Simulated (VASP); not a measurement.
Runs of VASP 6.6.1 on SrB3. All rows change the cell; the cell of one of them follows. Symmetry: Pm-3m, No. 221, cubic system. Conventional cell: a = 3.747 Å, b = 3.747 Å, c = 3.747 Å, α = 90.00°, β = 90.00°, γ = 90.00°. Around Sr (site symmetry m-3m) lie 12 B at 2.65 Å. B (site symmetry 4/mmm) is surrounded by 4 Sr at 2.65 Å and 8 B at 2.65 Å. The cell was built by a generator and needn't be a form met in nature.

```csv
task,cell,k mesh,cutoff (eV),mesh quality,gap on the mesh (eV),pressure (GPa),relaxed volume (Å³/atom)
relaxation of cell and atoms,"relaxed from: species swapped into the Be3Tc type (Pm-3m, No. 221)",4 × 4 × 4,600,coarse,none,0.1,(a)
single point,"species swapped into the Be3Tc type (Pm-3m, No. 221)",4 × 4 × 4,520,coarse,none,0.3,-
single point,"species swapped into the Be3Tc type (Pm-3m, No. 221)",12 × 12 × 12,520,not flagged,none,0.2,-
relaxation of cell and atoms,"relaxed from: species swapped into the Be3Tc type (Pm-3m, No. 221)",12 × 12 × 12,600,not flagged,none,0.0,14.26
```

Alike in all rows: level PBE; potentials or basis VASP PAW PBE potentials, release 64 (Sr_sv, B); no spin polarisation; smearing gaussian 0.1 eV.

Estimate the missing entries.

(a) 14.10.

Caveats: some runs use coarse meshes.

A k mesh can miss the band edges, and the runs leave out spin-orbit coupling on Sr.

A gap of «none» marks a metal or a gap under the smearing width.
